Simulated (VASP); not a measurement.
Method: HSE06 screened hybrid, VASP's PBE PAW potentials (set 64) (plane waves; VASP).

A VASP calculation is set up with these files.

### KPOINTS
```
Automatic mesh
0
G
1 1 1
```

File POSCAR:
```
Al32As32H
11.4648460
  1.0000000184   0.0000000000   0.0000000000
  0.0000000000   1.0000000184   0.0000000000
  0.0000000000   0.0000000000   1.0000000184
Al As H
32 32 1
Cart
  0.5007731136   0.9996056139   0.0004564238
  0.7506319967   0.2495326628   0.9993699706
  0.7493291097   0.0000294507   0.2490288418
  0.9999358084   0.9998377316   0.9989960501
  0.2498846749   0.2498276187   0.9992396075
  0.4995934935   0.4995297374   0.0001087579
  0.7501989832   0.7501912781   0.9994897832
  0.2482919393   0.9964723586   0.2489401811
  0.4955416310   0.2514863281   0.2544252142
  0.7498783624   0.4994933163   0.2504108952
  0.5010517046   0.9965432953   0.5014840189
  0.7509530991   0.2497940509   0.5000656807
  0.7506859593   0.9997376072   0.7498732901
  0.9996441080   0.5007364377   0.0005075706
  0.2495809038   0.7506014027   0.9993555885
  0.9965290742   0.2482290394   0.2488933602
  0.2513600335   0.4954212311   0.2542840580
  0.4996038159   0.7498508207   0.2503630101
  0.0037780557   0.0036424242   0.5018198783
  0.2780494326   0.2779700143   0.4724539973
  0.4922247866   0.4923285000   0.4961874202
  0.7497549418   0.7496933055   0.5005729084
  0.2479526318   0.0038009723   0.7458396890
  0.5012316368   0.2478525203   0.7541662272
  0.7486719302   0.5009303812   0.7490773423
  0.0000288330   0.7492325311   0.2491160229
  0.9966286949   0.5010721157   0.5014643880
  0.2498670274   0.7508688455   0.5001343054
  0.0037640480   0.2479467206   0.7458063899
  0.2479361710   0.5011829471   0.7540994051
  0.5009597269   0.7485668964   0.7490419024
  0.9996832630   0.7506873056   0.7498576373
  0.6237993725   0.1260706423   0.1258284636
  0.8738381727   0.3748087298   0.1245785249
  0.8740633501   0.1228339633   0.3757029893
  0.1244781585   0.1244016717   0.1252464569
  0.3741455830   0.3741032109   0.1243684864
  0.6246967506   0.6246108649   0.1253312250
  0.8747602360   0.8747053218   0.1249186956
  0.3767758502   0.1148864847   0.3731079523
  0.6259043404   0.3736582399   0.3755169564
  0.8738319990   0.6254722027   0.3750834809
  0.6246968621   0.1245766839   0.6254218876
  0.8741227662   0.3743461829   0.6267744414
  0.8758323885   0.1247870401   0.8739208845
  0.1260884406   0.6238304826   0.1258195173
  0.3748519275   0.8738581012   0.1245688156
  0.1149294372   0.3766006680   0.3731194396
  0.3736293701   0.6259328788   0.3754098645
  0.6255767588   0.8738338234   0.3750949567
  0.1338717166   0.1338396582   0.6158595710
  0.3760142740   0.3758866354   0.6368358501
  0.6219475352   0.6218778006   0.6219234137
  0.8755415364   0.8755860292   0.6248959432
  0.3740012820   0.1224638942   0.8761492465
  0.6256745448   0.3749265420   0.8761832175
  0.8744033010   0.6247927077   0.8748885349
  0.1229910259   0.8739467046   0.3757058202
  0.1245728899   0.6246958920   0.6254686975
  0.3743591980   0.8740864247   0.6268764573
  0.1224631804   0.3740149318   0.8761542967
  0.3749419525   0.6256152300   0.8761945495
  0.6248222951   0.8743512729   0.8748442243
  0.1248574314   0.8758120045   0.8739135519
  0.3687446958   0.3684362323   0.3854623846
```

### INCAR
```
SYSTEM = Al32As32H
PREC = Normal; ENCUT = 400; LREAL = Auto
LASPH = .TRUE.; ISYM = 0
EDIFF = 1E-5; NELM = 50; NELMIN = 4
ALGO = Normal; LMAXMIX = 4
ISMEAR = 0; SIGMA = 0.05
GGA = PE; LHFCALC = .TRUE.; AEXX = 0.25
HFSCREEN = 0.2; PRECFOCK = Fast
ISPIN = 2; MAGMOM = 65*0.0154; NUPDOWN = 1
ISIF = 0
LWAVE = .FALSE.; LCHARG = .FALSE.; LORBIT = 10
```

POTCAR, in this order: Al As H (PBE.64 set). Program: vasp_gam. Read from the step before: WAVECAR.

The run wrote:

OUTCAR:
```
 ion  position               nearest neighbor table
   1  0.501  1.000  0.000-  55 2.48  33 2.48  63 2.48  47 2.49
   2  0.751  0.250  0.999-  56 2.47  34 2.47  45 2.48  33 2.49
   3  0.749  0.000  0.249-  35 2.48  33 2.48  39 2.48  50 2.49
   4  1.000  1.000  0.999-  64 2.48  45 2.48  36 2.48  39 2.49
   5  0.250  0.250  0.999-  37 2.47  55 2.48  61 2.48  36 2.49
   6  0.500  0.500  0.000-  56 2.48  62 2.48  37 2.48  38 2.48
   7  0.750  0.750  0.999-  63 2.48  57 2.48  39 2.48  38 2.49
   8  0.248  0.996  0.249-  40 2.46  47 2.47  58 2.48  36 2.49
   9  0.496  0.251  0.254-  41 2.47  37 2.48  40 2.48  33 2.53
  10  0.750  0.499  0.250-  34 2.48  42 2.48  41 2.48  38 2.48
  11  0.501  0.997  0.501-  40 2.46  50 2.47  60 2.48  43 2.49
  12  0.751  0.250  0.500-  41 2.47  44 2.48  35 2.48  43 2.49
  13  0.751  1.000  0.750-  54 2.48  45 2.48  43 2.48  63 2.49
  14  1.000  0.501  0.001-  61 2.48  46 2.48  57 2.48  34 2.49
  15  0.250  0.751  0.999-  62 2.47  47 2.47  64 2.48  46 2.49
  16  0.997  0.248  0.249-  48 2.46  34 2.47  35 2.48  36 2.49
  17  0.251  0.495  0.254-  49 2.48  37 2.48  48 2.48  46 2.53
  18  0.500  0.750  0.250-  47 2.48  50 2.48  49 2.48  38 2.48
  19  0.004  0.004  0.502-  51 2.48  58 2.48  35 2.48  54 2.51
  20  0.278  0.278  0.472-  65 1.78  48 2.46  52 2.46  40 2.46  51 2.86
  21  0.492  0.492  0.496-  49 2.47  41 2.47  52 2.48  53 2.55
  22  0.750  0.750  0.501-  42 2.47  50 2.47  54 2.49  53 2.50
  23  0.248  0.004  0.746-  51 2.48  55 2.48  60 2.48  64 2.51
  24  0.501  0.248  0.754-  52 2.45  56 2.47  55 2.48  43 2.49
  25  0.749  0.501  0.749-  44 2.48  53 2.48  57 2.48  56 2.49
  26  0.000  0.749  0.249-  58 2.48  46 2.48  39 2.48  42 2.49
  27  0.997  0.501  0.501-  48 2.46  42 2.47  44 2.48  59 2.49
  28  0.250  0.751  0.500-  49 2.47  58 2.48  60 2.48  59 2.49
  29  0.004  0.248  0.746-  51 2.48  44 2.48  61 2.48  45 2.51
  30  0.248  0.501  0.754-  52 2.46  62 2.47  61 2.48  59 2.49
  31  0.501  0.749  0.749-  60 2.48  53 2.48  63 2.49  62 2.49
  32  1.000  0.751  0.750-  54 2.48  64 2.48  59 2.48  57 2.49
  33  0.624  0.126  0.126-   3 2.48   1 2.48   2 2.49   9 2.53
  34  0.874  0.375  0.125-  16 2.47   2 2.47  10 2.48  14 2.49
  35  0.874  0.123  0.376-   3 2.48  12 2.48  16 2.48  19 2.48
  36  0.124  0.124  0.125-   4 2.48  16 2.49   8 2.49   5 2.49
  37  0.374  0.374  0.124-   5 2.47  17 2.48   9 2.48   6 2.48
  38  0.625  0.625  0.125-  18 2.48  10 2.48   6 2.48   7 2.49
  39  0.875  0.875  0.125-   7 2.48   3 2.48  26 2.48   4 2.49
...
```

File OSZICAR:
```
       N       E                     dE             d eps       ncg     rms          rms(c)
DAV:   1    -0.350383471851E+03   -0.35038E+03   -0.22095E+01   768   0.978E+00    0.446E+01
DAV:   2    -0.350552786008E+03   -0.16931E+00   -0.70323E-01   776   0.180E+00    0.336E+01
DAV:   3    -0.350523900621E+03    0.28885E-01   -0.20440E-02   744   0.309E-01    0.206E+01
DAV:   4    -0.350512099684E+03    0.11801E-01   -0.67670E-03   704   0.153E-01    0.123E+01
DAV:   5    -0.350508218162E+03    0.38815E-02   -0.17976E-03   744   0.778E-02    0.726E+00
DAV:   6    -0.350506875387E+03    0.13428E-02   -0.38315E-04   704   0.375E-02    0.425E+00
DAV:   7    -0.350506419736E+03    0.45565E-03   -0.14443E-04   744   0.237E-02    0.244E+00
DAV:   8    -0.350506281760E+03    0.13798E-03   -0.66583E-05   688   0.154E-02    0.140E+00
DAV:   9    -0.350506246476E+03    0.35284E-04   -0.18419E-05   432   0.894E-03    0.817E-01
DAV:  10    -0.350506242805E+03    0.36714E-05   -0.88077E-06   376   0.686E-03
   1 F= -.35050624E+03 E0= -.35050624E+03  d E =-.557285E-06  mag=     1.0000
```

File OUTCAR:
```
------------------------ aborting loop because EDIFF is reached ----------------------------------------
  volume of cell :     1506.97
      direct lattice vectors                 reciprocal lattice vectors
    11.464846211  0.000000000  0.000000000     0.087223150  0.000000000  0.000000000
     0.000000000 11.464846211  0.000000000     0.000000000  0.087223150  0.000000000
     0.000000000  0.000000000 11.464846211     0.000000000  0.000000000  0.087223150
  FREE ENERGIE OF THE ION-ELECTRON SYSTEM (eV)
  ---------------------------------------------------
  free  energy   TOTEN  =      -350.5062428047 eV

  energy  without entropy=     -350.5062422474  energy(sigma->0) =     -350.50624253

  exchange ACFDT corr.  =         0.00000000  see jH, gK, PRB 81, 115126

 total charge

# of ion       s       p       d       tot
------------------------------------------
    1        0.448   0.373   0.000   0.821
    2        0.449   0.373   0.000   0.822
    3        0.448   0.372   0.000   0.820
    4        0.449   0.373   0.000   0.822
    5        0.448   0.373   0.000   0.821
    6        0.448   0.372   0.000   0.820
    7        0.449   0.373   0.000   0.821
    8        0.449   0.375   0.000   0.824
    9        0.447   0.362   0.000   0.809
   10        0.449   0.372   0.000   0.820
   11        0.449   0.375   0.000   0.824
   12        0.448   0.373   0.000   0.821
   13        0.449   0.373   0.000   0.822
   14        0.448   0.373   0.000   0.821
   15        0.449   0.373   0.000   0.822
   16        0.449   0.375   0.000   0.824
   17        0.447   0.362   0.000   0.809
   18        0.449   0.372   0.000   0.820
   19        0.449   0.369   0.000   0.818
   20        0.432   0.375   0.000   0.807
   21        0.445   0.360   0.000   0.805
   22        0.448   0.373   0.000   0.821
   23        0.449   0.369   0.000   0.818
   24        0.449   0.376   0.000   0.824
   25        0.448   0.372   0.000   0.820
   26        0.448   0.372   0.000   0.820
   27        0.449   0.375   0.000   0.824
   28        0.448   0.373   0.000   0.821
   29        0.449   0.369   0.000   0.818
   30        0.449   0.375   0.000   0.824
   31        0.448   0.372   0.000   0.820
   32        0.449   0.373   0.000   0.822
   33        1.202   1.698   0.023   2.923
   34        1.201   1.713   0.023   2.938
   35        1.200   1.713   0.023   2.937
   36        1.199   1.709   0.023   2.931
   37        1.201   1.710   0.024   2.934
   38        1.200   1.708   0.023   2.930
   39        1.200   1.710   0.023   2.933
   40        1.205   1.716   0.025   2.946
   41        1.201   1.711   0.024   2.937
   42        1.201   1.713   0.023   2.937
   43        1.199   1.709   0.023   2.931
   44        1.200   1.713   0.023   2.937
   45        1.202   1.702   0.023   2.927
   46        1.202   1.698   0.023   2.923
   47        1.201   1.713   0.023   2.938
   48        1.205   1.716   0.025   2.946
   49        1.201   1.711   0.024   2.936
   50        1.201   1.712   0.023   2.937
   51        1.222   1.633   0.022   2.877
   52        1.206   1.716   0.025   2.947
   53        1.203   1.693   0.022   2.919
   54        1.202   1.701   0.023   2.926
   55        1.200   1.713   0.023   2.937
   56        1.201   1.713   0.023   2.937
   57        1.200   1.709   0.023   2.932
   58        1.200   1.713   0.023   2.937
   59        1.199   1.709   0.023   2.931
   60        1.200   1.713   0.023   2.937
   61        1.201   1.713   0.023   2.937
   62        1.201   1.713   0.023   2.937
   63        1.200   1.709   0.023   2.932
   64        1.202   1.702   0.023   2.927
   65        0.536   0.007   0.000   0.543
--------------------------------------------------
tot         53.326  66.531   0.746 120.603

 magnetization (x)

# of ion       s       p       d       tot
------------------------------------------
    1       -0.001   0.000   0.000  -0.000
    2       -0.001   0.001   0.000   0.000
    3       -0.001   0.000   0.000  -0.000
    4       -0.001  -0.000   0.000  -0.001
    5       -0.000  -0.000   0.000  -0.001
    6       -0.001   0.001   0.000   0.000
    7       -0.001   0.000   0.000  -0.000
    8       -0.001  -0.000   0.000  -0.001
    9       -0.001   0.002   0.000   0.001
   10       -0.001   0.001   0.000   0.000
   11       -0.001  -0.000   0.000  -0.001
   12       -0.000  -0.000   0.000  -0.001
   13       -0.001  -0.000   0.000  -0.001
   14       -0.001   0.000   0.000  -0.000
   15       -0.001   0.001   0.000   0.000
   16       -0.001  -0.000   0.000  -0.001
   17       -0.001   0.002   0.000   0.001
   18       -0.001   0.001   0.000   0.000
   19       -0.001   0.001   0.000  -0.001
   20       -0.001  -0.002   0.000  -0.004
...
```
(Selected blocks of OUTCAR.)

OUTCAR:
```
 val. band max:        3.1368030708   @ k =   0.0000   0.0000   0.0000

 cond. band min:       3.4451477949   @ k =   0.0000   0.0000   0.0000


 Fermi energy:         3.4242147940

 spin component 1

 k-point     1 :       0.0000    0.0000    0.0000
  band No.  band energies     occupation
      1      -9.7552      1.00000
      2      -8.9683      1.00000
      3      -8.9430      1.00000
      4      -8.9424      1.00000
      5      -8.9099      1.00000
      6      -8.9053      1.00000
      7      -8.8832      1.00000
      8      -8.3600      1.00000
      9      -8.3589      1.00000
     10      -8.3563      1.00000
     11      -8.3420      1.00000
     12      -8.3392      1.00000
     13      -8.3366      1.00000
     14      -8.3342      1.00000
     15      -8.3332      1.00000
     16      -8.3324      1.00000
     17      -8.2779      1.00000
     18      -8.2699      1.00000
     19      -8.2595      1.00000
     20      -8.2549      1.00000
     21      -8.2541      1.00000
     22      -8.2373      1.00000
     23      -8.1679      1.00000
     24      -7.6707      1.00000
     25      -7.6703      1.00000
     26      -7.6318      1.00000
     27      -7.6308      1.00000
     28      -7.6287      1.00000
     29      -7.6203      1.00000
     30      -7.6030      1.00000
     31      -7.5959      1.00000
     32      -7.5787      1.00000
     33      -3.4144      1.00000
     34      -2.8292      1.00000
     35      -2.8279      1.00000
     36      -2.8159      1.00000
     37      -2.7237      1.00000
     38      -2.7230      1.00000
     39      -2.6973      1.00000
     40      -2.4007      1.00000
     41      -2.3864      1.00000
     42      -2.3838      1.00000
     43      -2.3775      1.00000
     44      -2.3769      1.00000
     45      -2.3527      1.00000
     46      -2.2150      1.00000
     47      -1.7773      1.00000
     48      -1.7753      1.00000
     49      -1.7720      1.00000
...
```

The supercell is sampled at Γ alone, which is coarse: total energies, pressure and levels can be off, energies of defects by several tenths of an eV.

The cell is a supercell with a defect, built from AlAs (zinc blende): H_i. The cell's shape comes from a PBE relaxation.
